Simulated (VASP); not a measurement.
Crystal: PtSe2.

```
Pt Se
1.0
     3.71731    0.00000    0.00000
    -1.85865    3.21928    0.00000
     0.00000    0.00000    5.82007
Pt Se
1 2
Direct
  0.00000 0.00000 0.00000
  0.66667 0.33333 0.77461
  0.33333 0.66667 0.22539
```

The cell is a database's computed one.

| Quantity | Value |
| --- | --- |
| Program | VASP 6.6.1 |
| Task | relaxation of cell and atoms |
| Functional | PBE |
| Dispersion | D3(BJ) |
| Potentials or basis | VASP PAW PBE potentials, release 64 (Pt, Se) |
| Cutoff | 600 eV |
| k mesh | 9 × 9 × 6 |
| Occupations | gaussian, width 0.02 eV |
| Spin | no spin polarisation |

At the start: pressure -0.5 GPa; volume 23.22 Å³/atom.

Problem. How do energy, volume and symmetry change on relaxing?

Solution. Over 34 steps the energy falls by 48.6 meV/atom and the volume is 19.79 Å³/atom (-14.7 %); space group P-3m1 (No. 164, to 0.05 Å).

The path:
```
step  energy change (eV)  largest force (eV/Å)  pressure (GPa)  volume (Å³)
   1              0.0000                0.1605           -0.54        69.65
   2             -0.0084                0.2388           -0.01        68.86
   3             -0.0253                0.4844            1.78        66.50
   4             -0.0125                1.0300            6.44        61.82
   5             -0.0264                0.7100            3.53        64.65
   6             -0.0274                0.7096            3.53        64.60
   7             -0.0305                0.7081            3.52        64.43
   8             -0.0364                0.7054            3.51        64.11
   9             -0.0478                0.7018            3.52        63.45
  10             -0.0690                0.7099            3.62        62.12
  11             -0.1013                0.7265            4.28        59.42
  12              0.0256                0.3404            8.98        53.80
  13             -0.0878                0.8462            5.41        58.48
  14             -0.0805                0.7933            6.20        56.96
  15             -0.1129                0.3604            3.08        57.29
  16             -0.1156                0.1648            1.76        57.44
  17             -0.1157                0.1866            1.93        57.42
  18             -0.1229                0.1719            1.51        57.75
  19             -0.1375                0.1188            0.39        58.71
  20             -0.1409                0.0318           -1.48        60.63
  21             -0.1430                0.0324           -0.84        59.93
  22             -0.1448                0.0698           -0.12        59.74
  23             -0.1449                0.0801            0.07        59.69
  24             -0.1452                0.0530           -0.05        59.71
  25             -0.1453                0.0136           -0.19        59.73
  26             -0.1455                0.0187            0.01        59.61
  27             -0.1455                0.0193            0.03        59.60
  28             -0.1455                0.0111            0.01        59.57
  29             -0.1456                0.0133           -0.06        59.48
  30             -0.1457                0.0006            0.07        59.38
  31             -0.1457                0.0025            0.10        59.37
  32             -0.1457                0.0016            0.08        59.37
  33             -0.1457                0.0035           -0.04        59.39
  34             -0.1457                0.0020            0.00        59.38
```

Final structure:
```
Pt Se
1.0
     3.76948    0.00000    0.00000
    -1.88474    3.26447    0.00000
     0.00000    0.00000    4.82590
Pt Se
1 2
Cartesian
  0.0000 0.0000 0.0000
  1.8847 1.0882 3.5434
  0.0000 2.1763 1.2825
```
